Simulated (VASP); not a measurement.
Method: revPBE GGA, VASP's PBE PAW potentials (set 64) (plane waves; VASP).

A VASP calculation is set up with these files.

### POSCAR
```
KBr
1
    0.0000000000     3.3000000000     3.3000000000
    3.3000000000     0.0000000000     3.3000000000
    3.3000000000     3.3000000000     0.0000000000
K Br
1 1
Direct
  0.0000000000   0.0000000000   0.0000000000
  0.5000000000   0.5000000000   0.5000000000
```

### INCAR
```
ALGO = Normal
EDIFF = 1E-6
EDIFFG = -0.01
ENCUT = 520
GGA = RE
IBRION = 2
ISIF = 3
ISMEAR = 0
LASPH = .TRUE.
LCHARG = .FALSE.
LMAXMIX = 4
LREAL = .FALSE.
LWAVE = .FALSE.
NELM = 100
NSW = 60
PREC = Accurate
SIGMA = 0.05
SYSTEM = KBr
```

**KPOINTS**
```
Regular mesh
0
gamma
6 6 6
```

POTCAR, in this order: K_sv Br (PBE.64 set). Program: vasp_std.

Output of the run:

**OSZICAR**
```
       N       E                     dE             d eps       ncg     rms          rms(c)
DAV:   1     0.105982585550E+03    0.10598E+03   -0.69567E+03   384   0.117E+03
DAV:   2     0.745953329924E+00   -0.10524E+03   -0.96737E+02   452   0.270E+02
DAV:   3    -0.577125547993E+01   -0.65172E+01   -0.64711E+01   484   0.623E+01
DAV:   4    -0.601249550076E+01   -0.24124E+00   -0.24100E+00   676   0.108E+01
DAV:   5    -0.601397910760E+01   -0.14836E-02   -0.14836E-02   484   0.904E-01    0.296E+00
DAV:   6    -0.584692395400E+01    0.16706E+00   -0.28917E-01   460   0.287E+00    0.213E+00
DAV:   7    -0.584705872235E+01   -0.13477E-03   -0.16408E-01   472   0.247E+00    0.978E-01
DAV:   8    -0.586396652906E+01   -0.16908E-01   -0.23283E-02   464   0.129E+00    0.143E-01
DAV:   9    -0.586539429876E+01   -0.14278E-02   -0.14241E-03   488   0.268E-01    0.968E-02
DAV:  10    -0.586630819020E+01   -0.91389E-03   -0.13243E-03   432   0.266E-01    0.245E-02
DAV:  11    -0.586633306902E+01   -0.24879E-04   -0.47790E-05   552   0.465E-02    0.734E-03
DAV:  12    -0.586634262421E+01   -0.95552E-05   -0.19122E-05   440   0.353E-02    0.766E-03
DAV:  13    -0.586634293448E+01   -0.31027E-06   -0.46584E-07   372   0.443E-03
   1 F= -.58663429E+01 E0= -.58663429E+01  d E =-.586634E+01
       N       E                     dE             d eps       ncg     rms          rms(c)
DAV:   1    -0.626066479990E+01   -0.39432E+00   -0.81913E+00   428   0.281E+01    0.420E+00
DAV:   2    -0.598151619099E+01    0.27915E+00   -0.67806E-01   556   0.744E+00    0.162E+00
DAV:   3    -0.590342084470E+01    0.78095E-01   -0.20784E-01   704   0.374E+00    0.122E+00
DAV:   4    -0.590410894025E+01   -0.68810E-03   -0.61192E-03   740   0.479E-01    0.581E-01
DAV:   5    -0.590488692712E+01   -0.77799E-03   -0.80140E-03   732   0.537E-01    0.125E-01
DAV:   6    -0.590478383665E+01    0.10309E-03   -0.21227E-04   720   0.128E-01    0.343E-02
DAV:   7    -0.590478687097E+01   -0.30343E-05   -0.33104E-05   512   0.508E-02    0.406E-03
DAV:   8    -0.590478696656E+01   -0.95590E-07   -0.33264E-06   484   0.177E-02
   2 F= -.59047870E+01 E0= -.59047870E+01  d E =-.384440E-01
       N       E                     dE             d eps       ncg     rms          rms(c)
DAV:   1    -0.624981947170E+01   -0.34503E+00   -0.75441E+00   428   0.268E+01    0.405E+00
DAV:   2    -0.598874795091E+01    0.26107E+00   -0.63157E-01   556   0.712E+00    0.153E+00
DAV:   3    -0.591739171360E+01    0.71356E-01   -0.19061E-01   704   0.358E+00    0.114E+00
DAV:   4    -0.591795123668E+01   -0.55952E-03   -0.56511E-03   744   0.467E-01    0.547E-01
DAV:   5    -0.591865506402E+01   -0.70383E-03   -0.73661E-03   744   0.518E-01    0.119E-01
DAV:   6    -0.591855479046E+01    0.10027E-03   -0.21454E-04   740   0.131E-01    0.317E-02
DAV:   7    -0.591855806898E+01   -0.32785E-05   -0.27112E-05   468   0.490E-02    0.351E-03
DAV:   8    -0.591855807992E+01   -0.10945E-07   -0.33436E-06   484   0.176E-02
   3 F= -.59185581E+01 E0= -.59185581E+01  d E =-.522151E-01
       N       E                     dE             d eps       ncg     rms          rms(c)
DAV:   1    -0.593058124438E+01   -0.12023E-01   -0.26214E-01   424   0.502E+00    0.670E-01
DAV:   2    -0.592129786218E+01    0.92834E-02   -0.21467E-02   524   0.132E+00    0.271E-01
DAV:   3    -0.591886587488E+01    0.24320E-02   -0.77569E-03   684   0.721E-01    0.184E-01
DAV:   4    -0.591891012706E+01   -0.44252E-04   -0.14067E-04   728   0.794E-02    0.822E-02
DAV:   5    -0.591892134102E+01   -0.11214E-04   -0.22447E-04   736   0.894E-02    0.154E-02
DAV:   6    -0.591891792976E+01    0.34113E-05   -0.69587E-06   716   0.266E-02    0.493E-03
DAV:   7    -0.591891787491E+01    0.54845E-07   -0.23715E-07   308   0.428E-03
   4 F= -.59189179E+01 E0= -.59189179E+01  d E =-.525749E-01
```

File OUTCAR:
```
------------------------ aborting loop because EDIFF is reached ----------------------------------------
  FORCE on cell =-STRESS in cart. coord.  units (eV):
  Direction    XX          YY          ZZ          XY          YZ          ZX
  --------------------------------------------------------------------------------------
  Total        0.0001489      0.0001489      0.0001489     -0.0000000      0.0000000      0.0000000
  in kB        0.0029131      0.0029131      0.0029131     -0.0000000      0.0000000      0.0000000
  external PRESSURE =       0.0029131 kB  Pullay stress =       0.0000000 kB
  volume of cell :       81.88
      direct lattice vectors                 reciprocal lattice vectors
    -0.000000000  3.446579108  3.446579108    -0.145071384  0.145071384  0.145071384
     3.446579108  0.000000000  3.446579108     0.145071384 -0.145071384  0.145071384
     3.446579108  3.446579108  0.000000000     0.145071384  0.145071384 -0.145071384
  FREE ENERGIE OF THE ION-ELECTRON SYSTEM (eV)
  ---------------------------------------------------
  free  energy   TOTEN  =        -5.9189178749 eV

  energy  without entropy=       -5.9189178749  energy(sigma->0) =       -5.91891787

 reached required accuracy - stopping structural energy minimisation
```
(Selected blocks of OUTCAR.)

File CONTCAR:
```
KBr
   1.00000000000000
    -0.0000000000000000    3.4465791078535983    3.4465791078535983
     3.4465791078535983    0.0000000000000000    3.4465791078535983
     3.4465791078535983    3.4465791078535983    0.0000000000000000
  K               Br
     1     1
Direct
     0.0000000000000000    1.0000000000000000    0.0000000000000000
     0.5000000000000000    0.5000000000000000    0.5000000000000000
```

Energy and stress use the plane-wave basis of the starting cell.

The compound is KBr in the rock salt structure. This run relaxes it. Symmetry was kept, so distortions that lower it aren't found.
